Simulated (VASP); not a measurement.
Calculation: vdW-DF-cx, VASP's PBE PAW potentials (set 64) (plane waves; VASP).

Input for VASP

### KPOINTS
```
Automatic mesh
0
Gamma
14 14 14
0 0 0
```

File POSCAR:
```
Pd
1
    0.0000000000     1.9450000000     1.9450000000
    1.9450000000     0.0000000000     1.9450000000
    1.9450000000     1.9450000000     0.0000000000
Pd
1
Direct
  0.0000000000   0.0000000000   0.0000000000
```

### INCAR
```
AGGAC  =  0.0
ALGO  =  Normal
EDIFF  =  1E-6
EDIFFG  =  -0.01
ENCUT  =  520
GGA  =  CX
IBRION  =  2
ISIF  =  3
ISMEAR  =  1
LASPH  =  .TRUE.
LCHARG  =  .FALSE.
LMAXMIX  =  4
LREAL  =  .FALSE.
LUSE_VDW  =  .TRUE.
LWAVE  =  .FALSE.
NELM  =  100
NSW  =  60
PREC  =  Accurate
SIGMA  =  0.1
SYSTEM  =  Pd
```

POTCAR, in this order: Pd (PBE.64 set). Program: vasp_std.

The run wrote:

**OSZICAR**
```
       N       E                     dE             d eps       ncg     rms          rms(c)
DAV:   1     0.420804014173E+02    0.42080E+02   -0.53801E+03  1896   0.105E+03
DAV:   2    -0.254767167339E+01   -0.44628E+02   -0.43322E+02  2009   0.195E+02
DAV:   3    -0.291535074060E+01   -0.36768E+00   -0.36545E+00  2206   0.210E+01
DAV:   4    -0.291704752742E+01   -0.16968E-02   -0.16966E-02  2191   0.133E+00
DAV:   5    -0.291706785526E+01   -0.20328E-04   -0.20328E-04  2205   0.125E-01    0.813E+00
DAV:   6    -0.258574836807E+01    0.33132E+00   -0.15228E+00  1914   0.117E+01    0.375E+00
DAV:   7    -0.257409970159E+01    0.11649E-01   -0.75994E-03  2098   0.860E-01    0.201E+00
DAV:   8    -0.256962221741E+01    0.44775E-02   -0.12859E-03  2004   0.341E-01    0.628E-02
DAV:   9    -0.256962102715E+01    0.11903E-05   -0.24995E-05  2695   0.513E-02    0.171E-02
DAV:  10    -0.256962496519E+01   -0.39380E-05   -0.27487E-06  2069   0.189E-02    0.414E-03
DAV:  11    -0.256962477264E+01    0.19255E-06   -0.20394E-08  1029   0.182E-03
   1 F= -.25696248E+01 E0= -.25690344E+01  d E =-.256962E+01
       N       E                     dE             d eps       ncg     rms          rms(c)
DAV:   1    -0.259841345002E+01   -0.28788E-01   -0.53344E-01  1898   0.830E+00    0.121E+00
DAV:   2    -0.256905939279E+01    0.29354E-01   -0.15241E-01  1891   0.366E+00    0.281E-01
DAV:   3    -0.256908089938E+01   -0.21507E-04   -0.30901E-04  2013   0.220E-01    0.165E-01
DAV:   4    -0.256916015928E+01   -0.79260E-04   -0.33664E-04  2123   0.158E-01    0.117E-02
DAV:   5    -0.256916069273E+01   -0.53345E-06   -0.23829E-06  2000   0.149E-02
   2 F= -.25691607E+01 E0= -.25685826E+01  d E =0.464080E-03
       N       E                     dE             d eps       ncg     rms          rms(c)
DAV:   1    -0.258073789587E+01   -0.11578E-01   -0.20445E-01  1898   0.515E+00    0.710E-01
DAV:   2    -0.256992314697E+01    0.10815E-01   -0.55308E-02  1890   0.217E+00    0.183E-01
DAV:   3    -0.256990017499E+01    0.22972E-04   -0.14966E-04  2096   0.110E-01    0.111E-01
DAV:   4    -0.256991007943E+01   -0.99044E-05   -0.12091E-04  2113   0.952E-02    0.661E-03
DAV:   5    -0.256991087827E+01   -0.79884E-06   -0.11762E-06  1970   0.983E-03
   3 F= -.25699109E+01 E0= -.25693247E+01  d E =-.286106E-03
```

File OUTCAR:
```
------------------------ aborting loop because EDIFF is reached ----------------------------------------
  FORCE on cell =-STRESS in cart. coord.  units (eV):
  Direction    XX          YY          ZZ          XY          YZ          ZX
  --------------------------------------------------------------------------------------
  Total        0.0006161      0.0006161      0.0006161     -0.0000000     -0.0000000      0.0000000
  in kB        0.0674482      0.0674482      0.0674482     -0.0000000     -0.0000000      0.0000000
  external PRESSURE =       0.0674482 kB  Pullay stress =       0.0000000 kB
  volume of cell :       14.63
      direct lattice vectors                 reciprocal lattice vectors
     0.000000000  1.941378289  1.941378289    -0.257548981  0.257548981  0.257548981
     1.941378289 -0.000000000  1.941378289     0.257548981 -0.257548981  0.257548981
     1.941378289  1.941378289  0.000000000     0.257548981  0.257548981 -0.257548981
 POSITION                                       TOTAL-FORCE (eV/Angst)
 -----------------------------------------------------------------------------------
      0.00000      0.00000      0.00000        -0.000000     -0.000000     -0.000000
 -----------------------------------------------------------------------------------
    total drift:                                0.000000     -0.000000     -0.000000
  FREE ENERGIE OF THE ION-ELECTRON SYSTEM (eV)
  ---------------------------------------------------
  free  energy   TOTEN  =        -2.5699108783 eV

  energy  without entropy=       -2.5681523606  energy(sigma->0) =       -2.56932471

 reached required accuracy - stopping structural energy minimisation
```
(Selected blocks of OUTCAR.)

CONTCAR:
```
Pd
   1.00000000000000
     0.0000000000000000    1.9413782887886402    1.9413782887886402
     1.9413782887886402   -0.0000000000000000    1.9413782887886402
     1.9413782887886402    1.9413782887886402    0.0000000000000000
  Pd
     1
Direct
     0.0000000000000000    0.0000000000000000    0.0000000000000000
```

The compound is Pd in the fcc structure. This run relaxes it. Symmetry was kept, so distortions that lower it aren't found.
